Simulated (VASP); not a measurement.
VASP runs on ZrB2 (space group P6/mmm) share one base input (PBE GGA, plane waves, VASP's PBE PAW potentials (set 64)) and change the settings named in each case.

**POSCAR**
```
ZrB2
3.1865250
  1.0000000000   0.0000000000   0.0000000000
 -0.5000001569   0.8660255294   0.0000000000
  0.0000000000   0.0000000000   1.1215050878
Zr B
1 2
Cartesian
  0.0000000000   0.0000000000   0.0000000000
 -0.0000006046   0.5773506416   0.5607525439
  0.5000004477   0.2886748878   0.5607525439
```

### INCAR
```
! general
SYSTEM   =  ZrB2
PREC     =  Accurate
ENCUT    =  400
LREAL    =  .FALSE.
LASPH    =  .TRUE.

! electronic loop
EDIFF    =  1E-6
NELM     =  100
ALGO     =  Normal
LMAXMIX  =  4

! smearing
ISMEAR   =  -1
SIGMA    =  0.1

! functional
GGA      =  PE

! ions
ISIF     =  2

! output
LWAVE    =  .FALSE.
LCHARG   =  .FALSE.
```

**KPOINTS**
```
Automatic mesh
0
Gamma
16 16 12
0 0 0
```

POTCAR, in this order: Zr_sv B (PBE.64 set). Program: vasp_std.

| change | E(σ→0) (eV/atom) | pressure (GPa) | −TS (eV) |
|---|---|---|---|
| base run | -8.3234 | -4.13 | -0.0088 |
| KPOINTS 11×11×9 Γ-centred mesh | -8.3242 | -4.14 | -0.0074 |
| EDIFF = 1E-10 | -8.3234 | -4.14 | -0.0088 |
| ENCUT = 320 | -8.3197 | -5.23 | -0.0088 |
| SIGMA = 0.3, KPOINTS 19×19×15 Γ-centred mesh | -8.3198 | -3.77 | -0.1210 |
| KPOINTS 3×3×2 Γ-centred mesh | -8.3370 | -4.72 | -0.0210 |
| NBANDS = 13 | -8.3234 | -4.13 | -0.0088 |
| GGA = PS | -8.7896 | -8.67 | -0.0087 |
 Energies of different potentials or functionals have different zeros.

Left out are runs that ran out of time, are held back, or changed the cell or the kind of run, fixed moments of cells without a moment, rows past the twelfth, gaps on odd meshes, pressures of charged cells and columns that move by less than the noise.

The structure comes from a computed database's ZrB2 entry; how it stands against other phases isn't given here. The cell was not relaxed at this level, its lattice was scaled by up to 2.5 %.
